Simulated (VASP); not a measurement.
Data:

```
CELL_PARAMETERS angstrom
      2.83000     0.00000     0.00000
      0.00000     2.83000     0.00000
      0.00000     0.00000     4.07000
ATOMIC_POSITIONS crystal
  Ti 0.00000 0.00000 0.00000
  Al 0.50000 0.50000 0.50000
```

Calculation: r2SCAN meta-GGA, VASP's PBE PAW potentials (set 64) (plane waves; VASP 6.6.1). Numerical set-up: 520 eV cut-off, 12×12×8 Γ-centred mesh, first-order Methfessel-Paxton smearing of 0.10 eV, potentials Ti_sv Al.

**Question.** The ions, cell shape and volume are relaxed. Which structure does the run end with?

**Answer.** 
```
CELL_PARAMETERS angstrom
      2.81638     0.00000     0.00000
      0.00000     2.81638     0.00000
      0.00000     0.00000     4.05278
ATOMIC_POSITIONS crystal
  Ti 0.00000 0.00000 0.00000
  Al 0.50000 0.50000 0.50000
```
Space group P4/mmm (123), at a tolerance of 0.03 Å.

**Question.** How do energy and volume change from the first to the last step?

**Answer.** The energy (σ→0) changes by -1.2 meV/atom and the volume by -1.4 %, in 4 ionic steps.

| step | E(σ→0) (eV) | max force (eV/Å) | pressure (GPa) | volume (Å³) |
|---|---|---|---|---|
| 1 | -20.5930 | 0.000 | -1.65 | 32.60 |
| 2 | -20.5942 | 0.000 | 1.28 | 31.81 |
| 3 | -20.5954 | 0.000 | 0.04 | 32.14 |
| 4 | -20.5954 | 0.000 | -0.01 | 32.15 |

The compound is TiAl in the L1_0 structure. This run relaxes it. Symmetry was kept, so distortions that lower it aren't found. The electron count is odd and the run is not spin-polarised, which forces a metal.
